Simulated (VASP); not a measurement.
All values below come from PBE GGA, VASP's PBE PAW potentials (set 64) (plane waves; VASP).

VASP ran on this input.

**INCAR**
```
SYSTEM = AlC32Si31
PREC = Normal; ENCUT = 400; LREAL = Auto
LASPH = .True.; ISYM = 0; NELECT = 256.0
EDIFF = 1E-5; NELM = 100; NELMIN = 4
ALGO = Fast
ISMEAR = 0; SIGMA = 0.05
GGA = PE
IBRION = 2; NSW = 60; ISIF = 2
EDIFFG = -0.03
LWAVE = .True.; LCHARG = .False.
```

**KPOINTS**
```
Automatic mesh
0
Gamma
1 1 1
0 0 0
```

### POSCAR
```
AlC32Si31
1
    8.7583314355     0.0000000000     0.0000000000
    0.0000000000     8.7583314355    -0.0000000000
   -0.0000000000    -0.0000000000     8.7583314355
Si C Al
31 32 1
Direct
  0.5000000000   0.0000000000   0.0000000000
  0.7500000000   0.2500000000   0.0000000000
  0.7500000000   0.0000000000   0.2500000000
  0.0000000000   0.0000000000   0.0000000000
  0.2500000000   0.2500000000   0.0000000000
  0.5000000000   0.5000000000   0.0000000000
  0.7500000000   0.7500000000   0.0000000000
  0.2500000000   0.0000000000   0.2500000000
  0.4972140000   0.2450620000   0.2548990000
  0.7487510000   0.4986100000   0.2517380000
  0.5000000000   0.0000000000   0.5000000000
  0.7530920000   0.2478430000   0.5054840000
  0.7500000000   0.0000000000   0.7500000000
  0.0000000000   0.5000000000   0.0000000000
  0.2500000000   0.7500000000   0.0000000000
  0.0000000000   0.2500000000   0.2500000000
  0.2464360000   0.5025720000   0.2513470000
  0.5009670000   0.7511950000   0.2477850000
  0.0000000000   0.0000000000   0.5000000000
  0.2545540000   0.2490840000   0.5005970000
  0.7447520000   0.7480670000   0.4992490000
  0.2500000000   0.0000000000   0.7500000000
  0.5021120000   0.2451930000   0.7500710000
  0.7464540000   0.5041320000   0.7494630000
  0.0000000000   0.7500000000   0.2500000000
  0.0000000000   0.5000000000   0.5000000000
  0.2521130000   0.7545600000   0.4980220000
  0.0000000000   0.2500000000   0.7500000000
  0.2551530000   0.4964200000   0.7552300000
  0.5040860000   0.7488860000   0.7549700000
  0.0000000000   0.7500000000   0.7500000000
  0.6250000000   0.1250000000   0.1250000000
  0.8750000000   0.3750000000   0.1250000000
  0.8750000000   0.1250000000   0.3750000000
  0.1250000000   0.1250000000   0.1250000000
  0.3750000000   0.3750000000   0.1250000000
  0.6250000000   0.6250000000   0.1250000000
  0.8750000000   0.8750000000   0.1250000000
  0.3750000000   0.1250000000   0.3750000000
  0.6255350000   0.3803590000   0.3795560000
  0.8750000000   0.6250000000   0.3750000000
  0.6250000000   0.1250000000   0.6250000000
  0.8750000000   0.3750000000   0.6250000000
  0.8750000000   0.1250000000   0.8750000000
  0.1250000000   0.6250000000   0.1250000000
  0.3750000000   0.8750000000   0.1250000000
  0.1250000000   0.3750000000   0.3750000000
  0.3762130000   0.6271890000   0.3754630000
  0.6250000000   0.8750000000   0.3750000000
  0.1250000000   0.1250000000   0.6250000000
  0.3763920000   0.3803710000   0.6268990000
  0.6222710000   0.6203040000   0.6269940000
  0.8750000000   0.8750000000   0.6250000000
  0.3750000000   0.1250000000   0.8750000000
  0.6250000000   0.3750000000   0.8750000000
  0.8750000000   0.6250000000   0.8750000000
  0.1250000000   0.8750000000   0.3750000000
  0.1250000000   0.6250000000   0.6250000000
  0.3750000000   0.8750000000   0.6250000000
  0.1250000000   0.3750000000   0.8750000000
  0.3750000000   0.6250000000   0.8750000000
  0.6250000000   0.8750000000   0.8750000000
  0.1250000000   0.8750000000   0.8750000000
  0.4993910000   0.4968400000   0.5044230000
```

POTCAR, in this order: Si C Al (PBE.64 set). Program: vasp_gam.

Output

File OSZICAR:
```
...
DAV:   3    -0.523919565067E+03   -0.14339E+03   -0.14182E+03   380   0.767E+01
DAV:   4    -0.527817206731E+03   -0.38976E+01   -0.38830E+01   380   0.142E+01
DAV:   5    -0.527930330875E+03   -0.11312E+00   -0.11293E+00   396   0.232E+00    0.494E+01
RMM:   6    -0.465172436051E+03    0.62758E+02   -0.18571E+02   322   0.235E+01    0.230E+01
RMM:   7    -0.466564576394E+03   -0.13921E+01   -0.79540E+01   322   0.164E+01    0.110E+01
RMM:   8    -0.465612435120E+03    0.95214E+00   -0.89236E+00   322   0.640E+00    0.368E+00
RMM:   9    -0.465555693101E+03    0.56742E-01   -0.66346E-01   322   0.232E+00    0.131E+00
RMM:  10    -0.465489694950E+03    0.65998E-01   -0.22429E-01   323   0.913E-01    0.398E-01
RMM:  11    -0.465496508997E+03   -0.68140E-02   -0.60754E-02   343   0.437E-01    0.211E-01
RMM:  12    -0.465497237186E+03   -0.72819E-03   -0.52980E-03   322   0.170E-01    0.559E-02
RMM:  13    -0.465497294323E+03   -0.57137E-04   -0.20099E-03   323   0.855E-02    0.613E-02
RMM:  14    -0.465497317736E+03   -0.23413E-04   -0.87533E-04   322   0.557E-02    0.290E-02
RMM:  15    -0.465497272819E+03    0.44917E-04   -0.14886E-04   322   0.245E-02    0.133E-02
RMM:  16    -0.465497280422E+03   -0.76030E-05   -0.49980E-05   252   0.130E-02
   1 F= -.46549728E+03 E0= -.46549728E+03  d E =-.465497E+03
       N       E                     dE             d eps       ncg     rms          rms(c)
DAV:   1    -0.466086897149E+03   -0.58962E+00   -0.31847E+02   338   0.409E+01    0.627E+00
RMM:   2    -0.466070277490E+03    0.16620E-01   -0.81486E+00   322   0.699E+00    0.251E+00
RMM:   3    -0.465900634178E+03    0.16964E+00   -0.14902E+00   322   0.264E+00    0.155E+00
RMM:   4    -0.465892641763E+03    0.79924E-02   -0.42504E-01   325   0.120E+00    0.697E-01
RMM:   5    -0.465897184434E+03   -0.45427E-02   -0.60279E-02   335   0.516E-01    0.322E-01
RMM:   6    -0.465897998000E+03   -0.81357E-03   -0.12340E-02   334   0.237E-01    0.765E-02
RMM:   7    -0.465898156134E+03   -0.15813E-03   -0.22775E-03   341   0.975E-02    0.430E-02
RMM:   8    -0.465898174279E+03   -0.18145E-04   -0.45955E-04   323   0.482E-02    0.152E-02
RMM:   9    -0.465898179567E+03   -0.52884E-05   -0.11629E-04   324   0.237E-02    0.824E-03
RMM:  10    -0.465898181800E+03   -0.22330E-05   -0.29530E-05   219   0.116E-02
   2 F= -.46589818E+03 E0= -.46589818E+03  d E =-.400901E+00
       N       E                     dE             d eps       ncg     rms          rms(c)
DAV:   1    -0.466662240649E+03   -0.76406E+00   -0.66752E+01   324   0.198E+01    0.225E+00
RMM:   2    -0.466624249837E+03    0.37991E-01   -0.14067E+00   322   0.284E+00    0.111E+00
RMM:   3    -0.466589868818E+03    0.34381E-01   -0.33836E-01   322   0.119E+00    0.607E-01
RMM:   4    -0.466593160791E+03   -0.32920E-02   -0.66805E-02   329   0.515E-01    0.369E-01
RMM:   5    -0.466593768598E+03   -0.60781E-03   -0.99921E-03   324   0.227E-01    0.140E-01
RMM:   6    -0.466594052554E+03   -0.28396E-03   -0.32804E-03   338   0.111E-01    0.446E-02
RMM:   7    -0.466594078193E+03   -0.25639E-04   -0.67068E-04   332   0.510E-02    0.248E-02
RMM:   8    -0.466594074005E+03    0.41875E-05   -0.11391E-04   316   0.234E-02    0.110E-02
RMM:   9    -0.466594075474E+03   -0.14690E-05   -0.35131E-05   228   0.122E-02
   3 F= -.46659408E+03 E0= -.46659408E+03  d E =-.109680E+01
       N       E                     dE             d eps       ncg     rms          rms(c)
DAV:   1    -0.466702890560E+03   -0.10882E+00   -0.22163E+01   324   0.120E+01    0.122E+00
RMM:   2    -0.466698312881E+03    0.45777E-02   -0.46019E-01   322   0.164E+00    0.631E-01
RMM:   3    -0.466689977130E+03    0.83358E-02   -0.10977E-01   322   0.688E-01    0.269E-01
RMM:   4    -0.466691538105E+03   -0.15610E-02   -0.23869E-02   329   0.305E-01    0.149E-01
RMM:   5    -0.466691622878E+03   -0.84773E-04   -0.33682E-03   327   0.135E-01    0.618E-02
RMM:   6    -0.466691687490E+03   -0.64612E-04   -0.81381E-04   332   0.633E-02    0.238E-02
RMM:   7    -0.466691698887E+03   -0.11397E-04   -0.17199E-04   333   0.281E-02    0.104E-02
RMM:   8    -0.466691697538E+03    0.13486E-05   -0.40056E-05   244   0.140E-02
   4 F= -.46669170E+03 E0= -.46669170E+03  d E =-.976221E-01
       N       E                     dE             d eps       ncg     rms          rms(c)
DAV:   1    -0.466708842427E+03   -0.17144E-01   -0.16674E+00   340   0.328E+00    0.340E-01
RMM:   2    -0.466708594852E+03    0.24757E-03   -0.35587E-02   322   0.452E-01    0.173E-01
RMM:   3    -0.466707997832E+03    0.59702E-03   -0.82530E-03   322   0.189E-01    0.788E-02
RMM:   4    -0.466708110920E+03   -0.11309E-03   -0.18753E-03   331   0.844E-02    0.429E-02
RMM:   5    -0.466708115715E+03   -0.47952E-05   -0.24421E-04   325   0.369E-02    0.167E-02
RMM:   6    -0.466708121332E+03   -0.56174E-05   -0.67789E-05   281   0.177E-02
   5 F= -.46670812E+03 E0= -.46670812E+03  d E =-.114046E+00
       N       E                     dE             d eps       ncg     rms          rms(c)
DAV:   1    -0.466731298566E+03   -0.23183E-01   -0.33948E+00   340   0.480E+00    0.451E-01
RMM:   2    -0.466731750574E+03   -0.45201E-03   -0.57439E-02   322   0.589E-01    0.217E-01
RMM:   3    -0.466730805818E+03    0.94476E-03   -0.11448E-02   322   0.239E-01    0.946E-02
RMM:   4    -0.466730896865E+03   -0.91047E-04   -0.26744E-03   325   0.104E-01    0.425E-02
RMM:   5    -0.466730931722E+03   -0.34857E-04   -0.45965E-04   340   0.449E-02    0.207E-02
RMM:   6    -0.466730936961E+03   -0.52385E-05   -0.78793E-05   302   0.197E-02
   6 F= -.46673094E+03 E0= -.46673094E+03  d E =-.228156E-01
       N       E                     dE             d eps       ncg     rms          rms(c)
DAV:   1    -0.466730938473E+03   -0.67507E-05   -0.46929E-05   308   0.178E-02    0.458E-03
RMM:   2    -0.466730938808E+03   -0.33455E-06   -0.38561E-06   191   0.518E-03    0.263E-03
RMM:   3    -0.466730938886E+03   -0.78799E-07   -0.51187E-07   112   0.221E-03    0.118E-03
RMM:   4    -0.466730938893E+03   -0.64720E-08   -0.24507E-08    59   0.153E-03
   7 F= -.46673094E+03 E0= -.46673094E+03  d E =-.228176E-01
       N       E                     dE             d eps       ncg     rms          rms(c)
DAV:   1    -0.466735497790E+03   -0.45589E-02   -0.55885E-01   340   0.199E+00    0.206E-01
RMM:   2    -0.466735783621E+03   -0.28583E-03   -0.11245E-02   322   0.264E-01    0.957E-02
RMM:   3    -0.466735684696E+03    0.98925E-04   -0.21925E-03   324   0.105E-01    0.464E-02
RMM:   4    -0.466735696978E+03   -0.12283E-04   -0.49243E-04   332   0.459E-02    0.201E-02
RMM:   5    -0.466735702465E+03   -0.54862E-05   -0.74964E-05   289   0.192E-02
   8 F= -.46673570E+03 E0= -.46673570E+03  d E =-.476357E-02
       N       E                     dE             d eps       ncg     rms          rms(c)
DAV:   1    -0.466735791498E+03   -0.94520E-04   -0.13512E-02   388   0.308E-01    0.324E-02
RMM:   2    -0.466735800807E+03   -0.93085E-05   -0.29123E-04   322   0.425E-02    0.150E-02
RMM:   3    -0.466735799728E+03    0.10787E-05   -0.60052E-05   292   0.172E-02    0.756E-03
RMM:   4    -0.466735800020E+03   -0.29163E-06   -0.10994E-05   190   0.741E-03
   9 F= -.46673580E+03 E0= -.46673580E+03  d E =-.486113E-02
       N       E                     dE             d eps       ncg     rms          rms(c)
DAV:   1    -0.466737488739E+03   -0.16890E-02   -0.22099E-01   323   0.125E+00    0.118E-01
RMM:   2    -0.466737514426E+03   -0.25687E-04   -0.32442E-03   322   0.141E-01    0.529E-02
RMM:   3    -0.466737480122E+03    0.34304E-04   -0.74210E-04   324   0.591E-02    0.237E-02
RMM:   4    -0.466737491430E+03   -0.11308E-04   -0.17079E-04   335   0.257E-02    0.123E-02
RMM:   5    -0.466737493065E+03   -0.16349E-05   -0.22084E-05   207   0.107E-02
  10 F= -.46673749E+03 E0= -.46673749E+03  d E =-.169305E-02
```

### OUTCAR
```
------------------------ aborting loop because EDIFF is reached ----------------------------------------
  FORCE on cell =-STRESS in cart. coord.  units (eV):
  Direction    XX          YY          ZZ          XY          YZ          ZX
  --------------------------------------------------------------------------------------
  Total       12.2331254     12.2458462     12.2268391     -0.0146768     -0.0088026      0.0080532
  in kB       29.1731873     29.2035237     29.1581962     -0.0350009     -0.0209921      0.0192050
  external PRESSURE =      29.1783024 kB  Pullay stress =       0.0000000 kB
  volume of cell :      671.84
      direct lattice vectors                 reciprocal lattice vectors
     8.758331436  0.000000000  0.000000000     0.114176999  0.000000000  0.000000000
     0.000000000  8.758331436  0.000000000     0.000000000  0.114176999  0.000000000
     0.000000000  0.000000000  8.758331436     0.000000000  0.000000000  0.114176999
  FREE ENERGIE OF THE ION-ELECTRON SYSTEM (eV)
  ---------------------------------------------------
  free  energy   TOTEN  =      -466.7374930647 eV

  energy  without entropy=     -466.7374930647  energy(sigma->0) =     -466.73749306

 reached required accuracy - stopping structural energy minimisation
```
(Selected blocks of OUTCAR.)

### CONTCAR
```
AlC32Si31
   1.00000000000000
     8.7583314355000006    0.0000000000000000    0.0000000000000000
     0.0000000000000000    8.7583314355000006    0.0000000000000000
     0.0000000000000000    0.0000000000000000    8.7583314355000006
  Si              C               Al
    31    32     1
Direct
     0.5001133224153352    0.0000838214203388    0.0005222005828463
     0.7500275605951110    0.2499381090244795    0.0003716492895647
     0.7499427519603069    0.9999870665672913    0.2505085499077576
     0.0000956759165092    0.9999879080766759    0.0002850418455981
     0.2503446312226832    0.2501330267608086    0.0007751266970427
     0.5001688380444127    0.4997559024150528    0.0007440433428556
     0.7500937339342907    0.7497959621458826    0.0006307142242752
     0.2501555611833618    0.0001671631682976    0.2505464107458769
     0.5019492720750742    0.2500055158729104    0.2508900615421873
     0.7499503306422340    0.4978644305327116    0.2507315938086032
     0.5002541257118781    0.9998446296344493    0.5004467258442722
     0.7502311950488566    0.2500584823565610    0.4987635743801270
     0.7501500875065537    0.9998561808707260    0.7502414892392242
     0.9999488622539723    0.4999908763453960    0.0004517090950301
     0.2498944320796202    0.7499686561592780    0.0002436146832284
     0.0003211764825647    0.2501983923657020    0.2505524715749574
     0.2500442347591132    0.5020324767439354    0.2504915201299573
     0.4981383025969801    0.7499128013194378    0.2501144371633094
     0.0000043729111940    0.9999104459646466    0.5002571413326921
     0.2500030622601388    0.2499163273869184    0.5024709883097678
     0.7497118639122163    0.7497182221081501    0.5022593411905750
     0.2501837447870953    0.9998915153679121    0.7502784394718907
     0.4982824785214403    0.2497382214969300    0.7504793562608041
     0.7499289503194159    0.5018378562132864    0.7505052656969862
     0.9997250326780069    0.7499305033820984    0.2506477033342205
     0.0002694035898015    0.5000500876347698    0.5005532508592088
     0.2503615831610720    0.7500931383352130    0.4984513823861357
     0.0000408183991198    0.2501401425740714    0.7504307010627456
     0.2503061800258922    0.4979768499388104    0.7506496313781459
     0.5019147573432797    0.7499661709957821    0.7508351515174777
     0.0002964441647105    0.7497265478514515    0.7499890189530065
     0.6249946557554291    0.1240352399667058    0.1246095877469596
     0.8760851248636560    0.3749188961289242    0.1244883066143777
     0.8761817497528154    0.1240800615879149    0.3753967732196713
     0.1251380866775730    0.1250373162310465    0.1254744642567615
     0.3750750566783806    0.3749050438748868    0.1260016635547518
     0.6253152030851982    0.6248023322473725    0.1256796441424755
     0.8750432711514643    0.8750768100366068    0.1254702257622854
     0.3749933228629264    0.1250081058180201    0.3756953768184074
     0.6310715830455873    0.3689055671131815    0.3698454825779166
     0.8748121178935895    0.6248591512341164    0.3755785622739744
     0.6254005654698980    0.1249252924609740    0.6255381473420599
     0.8750758004736185    0.3750897496739118    0.6256648627581821
     0.8750958935933117    0.1249336290044346    0.8753065349738343
     0.1237297450947371    0.6250700769486307    0.1244642517167573
     0.3749163252789998    0.8761024910171340    0.1242454629015893
     0.1253737818384880    0.3750480441849461    0.3754900218144988
     0.3690217439563169    0.6311716472768372    0.3691815417967495
     0.6250635855540936    0.8746489807285597    0.3751614834876251
     0.1238609123242859    0.1238249218895846    0.6254535030815178
     0.3689163028140446    0.3686344080762687    0.6317502642241989
     0.6308754611715114    0.6310592398700632    0.6317690253464152
     0.8761095505861272    0.8757283392510411    0.6251265727150476
     0.3750737215608111    0.1239313105856280    0.8765638783857174
     0.6251333744409848    0.3747475984526065    0.8753869265731352
     0.8761872104732153    0.6249779252813296    0.8763156208385756
     0.1240550998796781    0.8759941759809229    0.3754095321944570
     0.1256811949365166    0.6249703027649030    0.6254602243915325
     0.3751954525254155    0.8748064116205377    0.6256401610557815
     0.1241633842718652    0.3750340307164931    0.8767501201375775
     0.3750247474429628    0.6249023629976846    0.8757043094173098
     0.6252344174975314    0.8760277438906000    0.8767168856704588
     0.1249743634957954    0.8749116628898675    0.8751199150451122
     0.4997604070509348    0.5000406991682849    0.5006123613139293
```

### OUTCAR
```
 val. band max:        8.0629613678   @ k =   0.0000   0.0000   0.0000

 cond. band min:       9.3095493584   @ k =   0.0000   0.0000   0.0000


 Fermi energy:         8.3551369889

 k-point     1 :       0.0000    0.0000    0.0000
  band No.  band energies     occupation
      1      -7.3394      2.00000
      2      -5.8080      2.00000
      3      -5.8072      2.00000
      4      -5.7759      2.00000
      5      -5.7757      2.00000
      6      -5.7753      2.00000
      7      -5.5854      2.00000
      8      -4.4062      2.00000
      9      -4.4053      2.00000
     10      -4.3790      2.00000
     11      -4.3780      2.00000
     12      -4.3777      2.00000
     13      -4.3742      2.00000
     14      -4.3738      2.00000
     15      -4.3736      2.00000
     16      -4.3178      2.00000
     17      -4.3176      2.00000
     18      -4.3164      2.00000
     19      -4.0865      2.00000
     20      -3.8014      2.00000
     21      -3.8012      2.00000
     22      -3.8009      2.00000
     23      -3.4513      2.00000
     24      -2.3846      2.00000
     25      -2.3840      2.00000
     26      -2.3839      2.00000
     27      -2.1718      2.00000
     28      -2.1708      2.00000
     29      -2.1706      2.00000
     30      -2.0446      2.00000
     31      -2.0438      2.00000
     32      -2.0422      2.00000
     33      -0.5038      2.00000
     34      -0.5036      2.00000
     35      -0.5033      2.00000
     36      -0.4566      2.00000
     37       0.1711      2.00000
     38       0.1713      2.00000
     39       0.2680      2.00000
     40       0.8929      2.00000
     41       0.8932      2.00000
     42       0.9151      2.00000
     43       0.9154      2.00000
     44       0.9157      2.00000
     45       1.4617      2.00000
     46       1.9932      2.00000
     47       1.9935      2.00000
     48       1.9941      2.00000
     49       2.0227      2.00000
     50       2.0235      2.00000
     51       2.0475      2.00000
...
```

At this cut-off the stress carries a Pulay error, which pulls relaxed volumes low. The cell is charged, with a uniform compensating background. The supercell is sampled at Γ alone, which is coarse: total energies, pressure and levels can be off, energies of defects by several tenths of an eV.

The cell is a supercell with a defect, built from SiC (zinc blende): Al_Si, charge -1. The run is not spin-polarised, so no state with unpaired spins was tried.
